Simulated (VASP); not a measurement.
Method: vdW-DF-cx, VASP's PBE PAW potentials (set 64) (plane waves; VASP).

A VASP calculation is set up with these files.

File POSCAR:
```
ZrO2
1
    0.0000000000     2.4877307647     2.4877307647
    2.4877307647     0.0000000000     2.4877307647
    2.4877307647     2.4877307647     0.0000000000
Zr O
1 2
Direct
  0.0000000000   0.0000000000   0.0000000000
  0.2500000000   0.2500000000   0.2500000000
  0.7500000000   0.7500000000   0.7500000000
```

### KPOINTS
```
kpoints
0
gamma
  8 8 8
0 0 0
```

INCAR:
```
LREAL=F
ALGO=Normal   # blocked Davidson
SIGMA=0.05
ENCUT=520
EDIFF=1E-7   # SCF stop (eV)
LWAVE=F
AGGAC=0.0
PREC=Accurate
SYSTEM=ZrO2
LUSE_VDW=T
LASPH=T
LMAXMIX=4
GGA=CX
ISMEAR=0
ISIF=2
LCHARG=F
NELM=100   # most electronic steps
```

POTCAR, in this order: Zr_sv O (PBE.64 set). Program: vasp_std.

Q: What does the run give for the energy per atom (σ→0), pressure, band gap (on the k-mesh)?

A: 
```
Property                          Result
------------------------  --------------
energy per atom (σ→0)     -7.753 eV/atom
band gap (on the k-mesh)         3.51 eV
pressure                       17.78 GPa
```

OSZICAR:
```
...
DAV:  10    -0.232598902362E+02   -0.64516E-03   -0.54226E-03  1056   0.738E-01    0.163E-01
DAV:  11    -0.232598551500E+02    0.35086E-04   -0.14179E-03  1120   0.333E-01    0.133E-01
DAV:  12    -0.232598217983E+02    0.33352E-04   -0.18550E-04  1048   0.116E-01    0.622E-03
DAV:  13    -0.232598224650E+02   -0.66671E-06   -0.11938E-05  1152   0.275E-02    0.542E-03
DAV:  14    -0.232598225105E+02   -0.45435E-07   -0.18001E-06  1168   0.932E-03    0.622E-03
DAV:  15    -0.232598224007E+02    0.10981E-06   -0.13508E-07   896   0.384E-03    0.829E-04
DAV:  16    -0.232598223912E+02    0.94969E-08   -0.10503E-08   608   0.892E-04
   1 F= -.23259822E+02 E0= -.23259822E+02  d E =-.946523E-13
```

The compound is ZrO2 in the fluorite structure, the high-temperature cubic form, which is unstable at 0 K; the monoclinic form is the stable one. This cell is one point of a volume scan, at 0.94 of the reference volume.
